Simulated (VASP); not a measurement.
Consider the following.

```
Tb
1.0
    1.78460    -3.12860     0.00000
    1.78460     3.12860     0.00000
    0.00000     0.00000     5.61843
Tb
2
Direct
  0.33333   0.66667   0.25000
  0.67425   0.34092   0.75000
```

Level of theory: PBE GGA, VASP's PBE PAW potentials (set 64) (plane waves; VASP). Numerical set-up: 400 eV cut-off, 11×11×6 Γ-centred mesh, Gaussian smearing of 0.010 eV, potentials Tb_3.

The 4f electrons are frozen in the core of the lanthanide potential, so 4f levels, which can set the real gap, and their magnetism are missing.

Estimate the energy per atom (σ→0), pressure, band gap (on the k-mesh) with the smallest direct gap where there is one.

```yaml
band gap (on the k-mesh): none (metal, semimetal or under 0.01 eV)
energy per atom (σ→0): -4.554 eV/atom
pressure: 1.39 GPa
```

Total energies compare only between runs with the same potentials, cut-off and functional.

The compound is Tb in the hcp structure. The cell was not relaxed at this level, atoms are displaced from their ideal sites. The run is one of a series of settings (ISMEAR = 0, SIGMA = 0.01 against the base run), some of them coarse on purpose.
